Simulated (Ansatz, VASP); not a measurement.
**Cross-check of Hf (Hafnium) between VASP and Ansatz**

One calculation is typed for both programs; each brings its own data sets. How far apart do they land? The cell is taken from a series of runs on this material, whose earlier steps may have relaxed, scaled, displaced or heated it; both programs get it as it stands.

Method: plane waves, with VASP 6.6.1 beside it; zone-centre phonons at PBE, in Ansatz 0.2.0.

## (1) The starting structure

It takes space group P6_3/mmc (No. 194, hexagonal). Conventional cell: a = 3.205 Å, b = 3.205 Å, c = 5.065 Å, α = 90.00°, β = 90.00°, γ = 120.00°. Nearest to Hf lie 12 Hf at 3.14 to 3.20 Å.

## (2) Ansatz: zone-centre phonons, PBE

Ansatz runs on its PAW soft_1 files.

Second derivatives magnify differences that forces hide, and they need a tight electronic threshold.

input.yaml

```yaml
crystal:
  lattice:
    - [3.204935502, 0.0, 0.0]
    - [-1.602467751, 2.7755555622, 0.0]
    - [0.0, 0.0, 5.0654778597]
  atoms:
    - { symbol: Hf, position: [0.3333333333, 0.6666666667, 0.25] }
    - { symbol: Hf, position: [0.6666666667, 0.3333333333, 0.75] }
kpoints:
  mp_grid: { grid: [15, 15, 8] }
hamiltonian:
  xc: pbe
  pseudopotentials: { kind: paw, azcp: { folder: soft_1 } }
scf:
  occupations: { method: methfessel_paxton, width: 0.2 }
output:
  eigenvalues: true
phonons:
  method: dfpt
```

Launch:

```sh
$ ansatz run input.yaml --threads 8 --pin off --max-ram 16384MiB --backend cpu --events-out ev --progress --plain --runs-dir out
```

Numbers of over 12 decimals in the logs are rounded to 6 here.

Log:

```text
zone centre: on kpoints.mp_grid the ground state, and the responses unless they are solved on pairs of k-points, stand on 320 of the mesh's 1800 k-points, reduced under 4 symmetry operations, with k and −k counted as one. Each operation leaves every solved displacement unchanged or reverses it
Engine: ansatz 0.2.0, aarch64-unknown-linux-gnu
Pseudopotentials: kind: paw
Pseudopotential: Hf, paw, valence charge 26, recommended cutoff 420 eV (normal), soft_1/Hf.paw.azcp
Functional definition: PBE
  parameter kappa = 0.804
  parameter beta = 0.066725
  exchange = pbe_x(kappa = kappa, mu = beta*pi^2/3)
  correlation = pbe_c(beta = beta)
Crystal: 2 atoms, lattice volume = 45.060 Å³
Basis set: ecut = 420 eV, 881 PW (Γ), exchange–correlation on 48×48×72 points (8 copies of the dense FFT grid, shifted against one another)
Bands: 32, of which v1, the nominal top of the filled ones, is band 26 counted from 1 (25 counted from 0)
Symmetry: 24 space group operations
k-points: 320 of 1800 (irreducible under 4 space group operations, time reversal used)
Non-local potential: Hf, projectors of the file, l = 0: 3, l = 1: 2, l = 2: 2, l = 3: 3
PAW form: soft (Blöchl's): semilocal exchange-correlation on the pseudo side does not see the compensation charge
PAW one-centre angular grid: Hf, 590 points (default); XC on 64 Gauss nodes
Initial density: superposition of atomic densities (chi_scale 0.1, normalization cell)
Initial wavefunctions: pseudopotential atomic-orbital guess
Functional: x = pbe(κ = 0.804, μ = 0.219515), c = pbe(β = 0.066725)
SCF iter   1: F=—  HF=-31444.636589 eV  |F-HF|=—  |Δ(HF+E_count)|=         —  Δρ=3.56e-2  dr2=6.96e-1  ethr=3.10e-3  ⟨swp⟩=5.0  Hψ=34484  notcnv=0
preconditioner: auto → Kerker (q_TF=auto, 2.794 Å⁻¹)  [metal: Δε(μ)=0.002 eV  Ē_g=16.915 eV  σ=0.200 eV  W_gap=0.01  n_scr=22 (ndim 8)  ℏωp=38.3 eV  f_vac=0.000  D(μ)=1.33/eV (n_scr^D=8)]
SCF iter   2: F=—  HF=-31444.505579 eV  |F-HF|=—  |Δ(HF+E_count)|=   1.31e-1  S|Δr|=    0.00e0  Δρ=2.30e-2  dr2=2.86e-1  ethr=1.34e-3  ⟨swp⟩=3.0  Hψ=19845  notcnv=0  defer=129
SCF iter   3: F=—  HF=-31444.459207 eV  |F-HF|=—  |Δ(HF+E_count)|=   4.64e-2  S|Δr|=    0.00e0  Δρ=8.87e-3  dr2=4.28e-2  ethr=5.49e-4  ⟨swp⟩=2.0  Hψ=16134  notcnv=0  defer=124
SCF iter   4: F=—  HF=-31444.412270 eV  |F-HF|=—  |Δ(HF+E_count)|=   4.69e-2  S|Δr|=    0.00e0  Δρ=3.31e-3  dr2=2.48e-3  ethr=8.24e-5  ⟨swp⟩=2.0  Hψ=18502  notcnv=0  defer=124
SCF iter   5: F=—  HF=-31444.413531 eV  |F-HF|=—  |Δ(HF+E_count)|=   1.26e-3  S|Δr|=    0.00e0  Δρ=8.49e-4  dr2=3.35e-4  ethr=4.76e-6  ⟨swp⟩=2.3  Hψ=18414  notcnv=0  defer=122
SCF iter   6: F=—  HF=-31444.413762 eV  |F-HF|=—  |Δ(HF+E_count)|=   2.31e-4  S|Δr|=    0.00e0  Δρ=1.69e-4  dr2=1.02e-5  ethr=6.43e-7  ⟨swp⟩=2.1  Hψ=18559  notcnv=0  defer=122
SCF iter   7: F=—  HF=-31444.413777 eV  |F-HF|=—  |Δ(HF+E_count)|=   1.45e-5  S|Δr|=    0.00e0  Δρ=4.05e-5  dr2=7.35e-7  ethr=1.96e-8  ⟨swp⟩=2.5  Hψ=18941  notcnv=0  defer=122
SCF iter   8: F=—  HF=-31444.413777 eV  |F-HF|=—  |Δ(HF+E_count)|=   3.73e-8  S|Δr|=    0.00e0  Δρ=8.04e-6  dr2=2.99e-8  ethr=1.41e-9  ⟨swp⟩=2.4  Hψ=14691  notcnv=0  defer=126
SCF iter   9: F=—  HF=-31444.413777 eV  |F-HF|=—  |Δ(HF+E_count)|=   1.05e-9  S|Δr|=    0.00e0  Δρ=1.67e-6  dr2=9.89e-10  ethr=5.75e-11  ⟨swp⟩=2.5  Hψ=18703  notcnv=0  defer=126
SCF iter  10: F=—  HF=-31444.413777 eV  |F-HF|=—  |Δ(HF+E_count)|=  1.13e-10  S|Δr|=    0.00e0  Δρ=3.03e-7  dr2=3.84e-11  ethr=1.90e-12  ⟨swp⟩=2.5  Hψ=18192  notcnv=0  defer=126
SCF iter  11: F=-31444.413777 eV  HF=-31444.413777 eV  |F-HF|=7.28e-12  |Δ(HF+E_count)|=  3.64e-12  S|Δr|=    0.00e0  Δρ=9.49e-8  dr2=2.12e-12  ethr=1.00e-12  ⟨swp⟩=11.2  Hψ=64681  notcnv=0
SCF 1 converged in 11 iterations: F = -31444.413777 eV  dr2 = 2.12e-12
  greatest PAW one-centre occupation: 0.999 electrons in one spin orbital (limit 2), on the Hf atom at site 1 (counted from 0), in its partial waves of l = 0
DFPT response loops at Γ: preconditioner auto → Kerker (q_TF=auto, 2.794 Å⁻¹) (partly filled bands, converged f_vac=0.000); β = 1.00, the filter's whole step (`scf.mixing.beta` (0.50) is not read by the response loops under this deck's `scf.mixing.preconditioner`; to damp them name `kerker` or `kerker_dos`, under which they read `scf.mixing.beta`, and type it under 1.00, their step now; both keys bind the ground state too); Broyden in place of MSR1
SCF converged after 11 iterations
Stability not checked: this state was not tested for a lower state beside it, because cold or Methfessel-Paxton smearing, or corrected tetrahedra, fill the levels in a way that the test cannot read (fill_not_monotonic; see scf.lower_state_search)
Free energy (F): -31444.413777 eV
Harris-Foulkes:  -31444.413777 eV  (|F-HF|=7.28e-12)
Internal energy: -31444.418008 eV  (E = F + TS)
E sigma→0 (E₀):  -31444.414835 eV
Entropy (-TS):   0.004232 eV (2.116 meV/atom)
Fermi energy:    18.034933 eV
--- Per-component energies (eV) ---
  E_band       = -26.653795
  E_kinetic    = 817.303374
  E_local      = -12663.837218  (includes V_loc(G=0)·N_el)
  E_nonlocal   = 115.758318
  E_hartree    = 6164.643319
  E_xc         = -533.071925
  E_vxc        = -509.480875  (∫ρ·V_xc dr)
  E_paw        = -15392.716406  (= ΣΔE_a)
  E_vpaw       = -115.684152  (= ΣTr[D̂ρ^β])
  E_aug_tail   = 0.000158  (compensation charges beyond the density's cutoff)
  E_ewald      = -9952.497627
  E_smearing   = 0.004232  (= −TS)
  E_closure    = -0.000000  (closes the sum)
  Σ components = -31444.413777   (vs F -31444.413777, Δ=0.00e0)
--- Band table (eV; the first three rows and the last of 320) ---
  k-point 0: bands = [... 22 lower, 10.6593, 14.3286, 18.6366, 19.1884, 19.1884, 19.4764, 20.0059, 20.0059, ... 2 higher]
  k-point 1: bands = [... 22 lower, 10.8023, 14.2511, 18.4384, 19.1055, 19.1055, 19.3507, 19.8867, 19.8867, ... 2 higher]
  k-point 2: bands = [... 22 lower, 11.2163, 13.9613, 18.0920, 18.9867, 18.9867, 19.0136, 19.6076, 19.6076, ... 2 higher]
  k-point 319: bands = [... 22 lower, 15.1253, 15.1253, 17.2521, 17.2521, 18.0006, 18.0006, 20.2304, 20.2304, ... 2 higher]
--- Phonons (Γ-DFPT): 2 representative perturbations + reference, on 320 of 1800 k-points (Σ response iterations 6) ---
  k mesh reduced under 4 symmetry operations, with k and −k counted as one. Each operation leaves every solved displacement unchanged or reverses it
  ASR residual: 3.703e-5 → 0.000e0 eV/Å²; symmetrization residual: 3.589e-12 eV/Å²
  ASR residual per site (eV/Å²): 3.70e-5 3.70e-5
  Γ frequencies (cm⁻¹): 0.00 0.00 0.00 81.58 81.58 97.07
  non-analytic LO–TO correction: not included (Born effective charges unavailable; polar crystals: no LO–TO splitting at Γ)
```

## (3) VASP: zone-centre phonons, PBE

The same cell, functional, mesh and smearing now go to VASP, with its own data sets.

Lines of VASP's logs that name or quote its potential files are left out, and so is its time.

INCAR

```
SYSTEM = Hf
PREC = Accurate
ENCUT = 500
EDIFF = 1E-08
NELM = 120
ISMEAR = 1
SIGMA = 0.2
LREAL = .FALSE.
ALGO = Normal
GGA = PE
NBANDS = 16
LASPH = .TRUE.
LORBIT = 11
LWAVE = .FALSE.
LCHARG = .FALSE.
ISIF = 2
IBRION = 8
GGA_COMPAT = .FALSE.
KPAR = 2
```

POSCAR

```
Hf
1.0
    3.2049355020      0.0000000000      0.0000000000
   -1.6024677510      2.7755555622      0.0000000000
    0.0000000000      0.0000000000      5.0654778597
Hf
2
Direct
    0.3333333334      0.6666666668      0.2500000000
    0.6666666668      0.3333333334      0.7500000000
```

KPOINTS

```
Automatic mesh
0
Gamma
15 15 8
0 0 0
```

The projector-augmented-wave data sets are Hf_pv (PBE family, release 64).

Launch:

```sh
$ mpirun -np 2 vasp_std
```

Log:

```text
[banner, memory and clock lines left out]
running    2 mpi-ranks, on    1 nodes
 distrk:  each k-point on    1 cores,    2 groups
 distr:  one band on    1 cores,    1 groups

 POSCAR found type information on POSCAR Hf
 POSCAR found :  1 types and       2 ions
 LDA part: xc-table for (Slater+PW92), standard interpolation
 POSCAR, INCAR and KPOINTS ok, starting setup
 FFT: planning ... GRIDC
 FFT: planning ... GRID_SOFT
 FFT: planning ... GRID
 WAVECAR not read
 entering main loop
       N       E                     dE             d eps       ncg     rms          rms(c)
DAV:   1     0.467107122871E+02    0.46711E+02   -0.11262E+04  4344   0.115E+03
DAV:   2    -0.189485255214E+02   -0.65659E+02   -0.64250E+02  5688   0.247E+02
DAV:   3    -0.205606543956E+02   -0.16121E+01   -0.15988E+01  5776   0.265E+01
DAV:   4    -0.205738522363E+02   -0.13198E-01   -0.13193E-01  5312   0.293E+00
DAV:   5    -0.205740234886E+02   -0.17125E-03   -0.17125E-03  5760   0.277E-01    0.648E+01
DAV:   6    -0.200433726727E+02    0.53065E+00   -0.50663E-01  5184   0.483E+00    0.384E+01
DAV:   7    -0.198593725487E+02    0.18400E+00   -0.85691E-01  5304   0.602E+00    0.187E+00
DAV:   8    -0.198489247882E+02    0.10448E-01   -0.55165E-02  4944   0.160E+00    0.264E-01
DAV:   9    -0.198490296238E+02   -0.10484E-03   -0.11301E-03  6064   0.250E-01    0.192E-01
DAV:  10    -0.198490153687E+02    0.14255E-04   -0.56876E-05  5040   0.530E-02    0.219E-01
DAV:  11    -0.198490191594E+02   -0.37908E-05   -0.57837E-06  5752   0.187E-02    0.102E-02
DAV:  12    -0.198490191806E+02   -0.21171E-07   -0.38520E-07  5344   0.421E-03    0.252E-03
DAV:  13    -0.198490191512E+02    0.29452E-07   -0.96678E-09  4256   0.853E-04    0.204E-03
DAV:  14    -0.198490191013E+02    0.49859E-07   -0.98438E-10  3032   0.262E-04    0.271E-04
DAV:  15    -0.198490190991E+02    0.22339E-08   -0.16544E-10  3048   0.104E-04
   1 F= -.19849019E+02 E0= -.19850415E+02  d E =0.418840E-02
 Linear response reoptimize wavefunctions to high precision
DAV:   1    -0.198490190974E+02    0.16721E-08   -0.40271E-11  2920   0.504E-05
DAV:   2    -0.198490190974E+02    0.68212E-11   -0.88520E-12  2776   0.233E-05
 Linear response DOF=           2
 Linear response progress:
  Degree of freedom:   1/  2
       N       E                     dE             d eps       ncg     rms          rms(c)
RMM:   1    -0.203598400278E+00   -0.20360E+00    0.45595E+00 18598   0.120E+01
RMM:   2    -0.209786831314E+00   -0.61884E-02   -0.38212E-02 27740   0.123E+00    0.566E-01
RMM:   3    -0.208914900294E+00    0.87193E-03   -0.45799E-03 34716   0.270E-01    0.123E-01
RMM:   4    -0.208528773285E+00    0.38613E-03   -0.51760E-04 41239   0.936E-02    0.185E-01
RMM:   5    -0.208064224676E+00    0.46455E-03   -0.46250E-05 37492   0.448E-02    0.178E-02
RMM:   6    -0.207968020227E+00    0.96204E-04   -0.15129E-05 42627   0.163E-02    0.337E-02
RMM:   7    -0.207971087465E+00   -0.30672E-05   -0.21737E-05 38309   0.689E-03    0.392E-02
RMM:   8    -0.207963165303E+00    0.79222E-05    0.56306E-06 39103   0.297E-03    0.547E-03
RMM:   9    -0.207963238158E+00   -0.72855E-07   -0.51929E-06 42990   0.772E-04    0.137E-03
RMM:  10    -0.207963723128E+00   -0.48497E-06   -0.23520E-06 41202   0.246E-04    0.521E-04
RMM:  11    -0.207964091733E+00   -0.36861E-06   -0.10816E-06 42511   0.127E-04    0.678E-04
RMM:  12    -0.207964122108E+00   -0.30374E-07   -0.63071E-07 42290   0.590E-05    0.766E-05
RMM:  13    -0.207964170372E+00   -0.48265E-07   -0.27476E-07 40628   0.329E-05    0.568E-05
RMM:  14    -0.207964201809E+00   -0.31437E-07   -0.15071E-07 38878   0.197E-05    0.441E-06
RMM:  15    -0.207964210902E+00   -0.90927E-08   -0.71342E-08 36066   0.126E-05    0.212E-05
 first order change of Fermi-energy  -0.19726E-05
 force on displaced ion       1 direction 1 :  -2.204  -0.000   0.000
 Linear response progress:
  Degree of freedom:   2/  2
       N       E                     dE             d eps       ncg     rms          rms(c)
RMM:   1    -0.243939513808E+00   -0.24394E+00    0.47946E+00  6439   0.124E+01
RMM:   2    -0.254672105223E+00   -0.10733E-01   -0.44236E-02  9575   0.127E+00    0.708E-01
RMM:   3    -0.253849124050E+00    0.82298E-03   -0.36608E-03 11268   0.283E-01    0.194E-01
RMM:   4    -0.253629602454E+00    0.21952E-03   -0.64412E-04 13381   0.101E-01    0.199E-01
RMM:   5    -0.253282671284E+00    0.34693E-03    0.67813E-05 12825   0.465E-02    0.455E-02
RMM:   6    -0.253171384537E+00    0.11129E-03    0.10959E-05 11596   0.222E-02    0.469E-02
RMM:   7    -0.253192991509E+00   -0.21607E-04    0.11487E-05 12853   0.668E-03    0.200E-02
RMM:   8    -0.253199458070E+00   -0.64666E-05    0.10827E-05 13368   0.308E-03    0.504E-03
RMM:   9    -0.253187027638E+00    0.12430E-04    0.19375E-06 12385   0.207E-03    0.211E-03
RMM:  10    -0.253186056014E+00    0.97162E-06    0.31934E-06 13544   0.562E-04    0.623E-04
RMM:  11    -0.253186236625E+00   -0.18061E-06    0.51869E-07 13486   0.237E-04    0.960E-05
RMM:  12    -0.253186155896E+00    0.80729E-07    0.86810E-07 13949   0.798E-05    0.419E-05
RMM:  13    -0.253186198362E+00   -0.42466E-07    0.26728E-07 13234   0.377E-05    0.263E-05
RMM:  14    -0.253186242305E+00   -0.43944E-07    0.14071E-07 13899   0.207E-05    0.537E-06
RMM:  15    -0.253186257950E+00   -0.15645E-07   -0.82215E-08 12933   0.124E-05    0.224E-06
RMM:  16    -0.253186266500E+00   -0.85501E-08   -0.73556E-08 10699   0.887E-06    0.936E-07
 first order change of Fermi-energy  -0.15786E-03
 force on displaced ion       1 direction 3 :   0.000  -0.000  -2.944
 Linear response finished
```

Parts of OUTCAR (step 3):

```text
ion  position               nearest neighbor table
   1  0.333  0.667  0.250-   2 3.14   2 3.14   2 3.14   2 3.14   2 3.14   2 3.14
   2  0.667  0.333  0.750-   1 3.14   1 3.14   1 3.14   1 3.14   1 3.14   1 3.14

  LATTYP: Found a hexagonal cell.
 ALAT       =     3.2049355020
 C/A-ratio  =     1.5805241187

 Subroutine GETGRP returns: Found 24 space group operations
 (whereof 12 operations were pure point group operations)

The static configuration has the point symmetry D_3d.
 The point group associated with its full space group is D_6h.

 Found    135 irreducible k-points:

   k-points           NKPTS =    135   k-points in BZ     NKDIM =    135   number of bands    NBANDS=     16

   dimension x,y,z NGX =    24 NGY =   24 NGZ =   40
   dimension x,y,z NGXF=    48 NGYF=   48 NGZF=   80

   ENCUT  =  500.0 eV  36.75 Ry    6.06 a.u.   5.84  5.84  9.24*2*pi/ulx,y,z

   NELECT =      20.0000    total number of electrons

 k-points in reciprocal lattice and weights: Automatic mesh
   0.00000000  0.00000000  0.00000000       0.001
   0.06666667 -0.00000000  0.00000000       0.003
   0.13333333 -0.00000000  0.00000000       0.003
   0.20000000 -0.00000000  0.00000000       0.003
   0.26666667 -0.00000000  0.00000000       0.003
   0.33333333 -0.00000000  0.00000000       0.003
   0.40000000  0.00000000  0.00000000       0.003
   0.46666667  0.00000000  0.00000000       0.003
   0.06666667  0.06666667  0.00000000       0.003
[...]
0.33333333  0.26666667  0.50000000       0.007
   0.33333333  0.33333333  0.50000000       0.001

 average (electrostatic) potential at core
       1 -37.4631       2 -37.4631

  Total       -0.1118151     -0.1118151     -0.1406927      0.0000000     -0.0000000      0.0000000
  in kB       -3.9757718     -3.9757718     -5.0025625      0.0000000     -0.0000000      0.0000000
  external PRESSURE =      -4.3180354 kB  Pullay stress =       0.0000000 kB

  energy-cutoff  :      500.00
  volume of cell :       45.06
      direct lattice vectors                 reciprocal lattice vectors
     3.204935502  0.000000000  0.000000000     0.312018760  0.180144115  0.000000000
    -1.602467751  2.775555562  0.000000000     0.000000000  0.360288230  0.000000000
     0.000000000  0.000000000  5.065477860     0.000000000  0.000000000  0.197414741

 POSITION                                       TOTAL-FORCE (eV/Angst)
 -----------------------------------------------------------------------------------
      0.00000      1.85037      1.26637         0.000000     -0.000000      0.000000
      1.60247      0.92519      3.79911        -0.000000      0.000000      0.000000
 -----------------------------------------------------------------------------------
    total drift:                               -0.000000     -0.000000      0.000000

 Eigenvectors and eigenvalues of the dynamical matrix
 ----------------------------------------------------

   1 f  =    2.839402 THz    17.840486 2PiTHz   94.712242 cm-1    11.742816 meV
             X         Y         Z           dx          dy          dz
      0.000000  1.850370  1.266369    -0.000000    0.000000    0.707107
      1.602468  0.925185  3.799108     0.000000   -0.000000   -0.707107

   2 f  =    2.456774 THz    15.436365 2PiTHz   81.949151 cm-1    10.160395 meV
             X         Y         Z           dx          dy          dz
      0.000000  1.850370  1.266369    -0.707107   -0.000005   -0.000000
      1.602468  0.925185  3.799108     0.707107    0.000005   -0.000000

   3 f  =    2.456774 THz    15.436365 2PiTHz   81.949151 cm-1    10.160395 meV
             X         Y         Z           dx          dy          dz
      0.000000  1.850370  1.266369    -0.000005    0.707107    0.000000
      1.602468  0.925185  3.799108     0.000005   -0.707107    0.000000

   4 f  =    0.000000 THz     0.000000 2PiTHz    0.000000 cm-1     0.000000 meV
             X         Y         Z           dx          dy          dz
      0.000000  1.850370  1.266369     0.325480    0.547814   -0.306534
      1.602468  0.925185  3.799108     0.325480    0.547814   -0.306534

   5 f/i=    0.000000 THz     0.000000 2PiTHz    0.000001 cm-1     0.000000 meV
             X         Y         Z           dx          dy          dz
      0.000000  1.850370  1.266369    -0.627581    0.276089   -0.172966
      1.602468  0.925185  3.799108    -0.627581    0.276089   -0.172966

   6 f/i=    0.000000 THz     0.000000 2PiTHz    0.000002 cm-1     0.000000 meV
             X         Y         Z           dx          dy          dz
      0.000000  1.850370  1.266369     0.014315   -0.351675   -0.613286
      1.602468  0.925185  3.799108     0.014315   -0.351675   -0.613286

 ELASTIC MODULI CONTR FROM IONIC RELAXATION (kBar)
 Direction    XX          YY          ZZ          XY          YZ          ZX
 --------------------------------------------------------------------------------
 XX        -148.4594    148.4594     -0.0000      0.0000      0.0000     -0.0000
 YY         148.4594   -148.4594      0.0000      0.0000      0.0000     -0.0000
 ZZ          -0.0000      0.0000     -0.0000      0.0000      0.0000     -0.0000
 XY           0.0000      0.0000      0.0000   -148.4594      0.0000      0.0000
 YZ           0.0000      0.0000      0.0000      0.0000     -0.0000      0.0000
 ZX          -0.0000     -0.0000     -0.0000      0.0000      0.0000     -0.0000
 --------------------------------------------------------------------------------
```

Energies printed during the response cycles are not total energies of the cell.

## (4) Comparison

Known differences besides the potentials themselves: the data sets hold 52 valence electrons in Ansatz (on its PAW soft_1 files) and 20 in VASP; the cutoff is 420 eV in Ansatz and 500 eV in VASP. Total energies have different zeros and are not compared.

Compared:

```
                  quantity  Ansatz  VASP  difference
optical mode 1 to 2 (cm⁻¹)    81.6  81.9     -0.45 %
     optical mode 3 (cm⁻¹)    97.1  94.7     +2.49 %
```

Modes are paired by rising frequency, not by their patterns, so a pair may set unlike modes beside each other; they are those without the splitting of longitudinal modes.

## (5) What came out

| Property | Result |
| --- | --- |
| r.m.s. difference of the optical zone-centre modes, each program's sorted by frequency (zone-centre phonons, PBE) | 1.4 cm⁻¹ |
| difference in optical mode 3 (zone-centre phonons, PBE) | +2.5 % |

**Reading.** The r.m.s. difference of the optical zone-centre modes, each program's sorted by frequency is 1.4 cm⁻¹ (zone-centre phonons, PBE). The data sets hold unlike numbers of valence electrons (52 in Ansatz and 20 in VASP), so part of the differences comes from the potentials. Among the rows given in per cent, the largest difference of the zone-centre phonons, PBE pair is in optical mode 3, +2.5 %. Such differences can come from data sets, numerical settings and the points named under the comparisons, not from the functional's error against experiment.

[Lines on the potential files, build, host, timing and source positions are cut from VASP's logs without a mark.]

[Logs are printed without paths, hosts, clocks, repeated set-up lines and the standing remarks that a program may print on its own settings, such as how far it seeks lower states.]

[Hosts, paths, dates, database ids (printed as entryN), source tags and the programs' standing remarks are cut or masked in the printed files.]
